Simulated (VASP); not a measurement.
Input:

```
CELL_PARAMETERS angstrom
      1.38000    -2.39023     0.00000
      1.38000     2.39023     0.00000
      0.00000     0.00000     4.46000
ATOMIC_POSITIONS crystal
  Re 0.33333 0.66667 0.25000
  Re 0.66667 0.33333 0.75000
```

All values below come from optB88-vdW, VASP's PBE PAW potentials (set 64) (plane waves; VASP 6.6.1). Settings: 520 eV cut-off, 14×14×8 Γ-centred mesh, first-order Methfessel-Paxton smearing of 0.10 eV, potentials Re.

Energy and stress use the plane-wave basis of the starting cell.

Task: The ions, cell shape and volume are relaxed. Which structure does the run end with?

Result: 
```
CELL_PARAMETERS angstrom
      1.38975    -2.40711     0.00000
      1.38975     2.40711     0.00000
      0.00000     0.00000     4.49210
ATOMIC_POSITIONS crystal
  Re 0.33333 0.66667 0.25000
  Re 0.66667 0.33333 0.75000
```
Space group P6_3/mmc (194), at a tolerance of 0.03 Å.

Task: How do energy and volume change from the first to the last step?

Result: The energy (σ→0) changes by -8.0 meV/atom and the volume by +2.1 %, in 4 ionic steps.

```tsv
step	E(σ→0) (eV)	max force (eV/Å)	pressure (GPa)	volume (Å³)
1	-19.4732	0.000	8.21	29.42
2	-19.2527	0.000	-25.83	32.75
3	-19.4891	0.000	-0.31	30.08
4	-19.4891	0.000	0.02	30.05
```

The compound is Re in the hcp structure. This run relaxes it. Symmetry was kept, so distortions that lower it aren't found.
